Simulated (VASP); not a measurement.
VASP runs on AsIr (space group P-6m2) share one base input (PBE GGA, plane waves, VASP's PBE PAW potentials (set 64)) and change the settings named in each case.

### KPOINTS
```
Automatic mesh
0
Gamma
6 6 5
0 0 0
```

**POSCAR**
```
AsIr
1
    3.4169170000     0.0000000000     0.0000000000
   -1.7084590000     2.9591370000     0.0000000000
    0.0000000000     0.0000000000     3.3347420000
Ir As
1 1
Direct
  0.0000000000   0.0000000000   0.0000000000
  0.6666670000   0.3333330000   0.5000000000
```

**INCAR**
```
! general
SYSTEM  = AsIr
PREC    = Accurate
ENCUT   = 300
LREAL   = .False.
LASPH   = .True.

! electronic loop
EDIFF   = 1E-6
NELM    = 100
ALGO    = Normal
LMAXMIX = 6

! smearing
ISMEAR  = -1
SIGMA   = 0.1

! functional
GGA     = PE

! ions
ISIF    = 2

! output
LWAVE   = .False.
LCHARG  = .False.
```

POTCAR, in this order: Ir As (PBE.64 set). Program: vasp_std.

| change | E(σ→0) (eV/atom) | pressure (GPa) | −TS (eV) |
|---|---|---|---|
| base run | -6.5176 | -1.34 | -0.0222 |
| GGA removed, POTCAR Ir As (LDA.64 set) | -7.5891 | -10.53 | -0.0244 |
| GGA_COMPAT = .FALSE., LNONCOLLINEAR = .TRUE., LSORBIT = .TRUE., MAGMOM = 0.0 0.0 0.0 0.0 0.0 0.0, program vasp_ncl | -6.7206 | 0.01 | -0.0306 |
| KPOINTS 3×3×3 Γ-centred mesh | -6.6960 | -1.91 | -0.0236 |
 Energies of different potentials or functionals have different zeros.  Unless said otherwise, spin-orbit coupling is left out, though it shifts the bands of the heavy elements here. At 300 eV the pressure can carry a Pulay error.

Left out are runs that ran out of time, are held back, or changed the cell or the kind of run, fixed moments of cells without a moment, rows past the twelfth, gaps on odd meshes, pressures of charged cells and columns that move by less than the noise.

The structure was generated: AsIr was put into an ordered model structure, which need not be its known phase. The cell was not relaxed at this level.
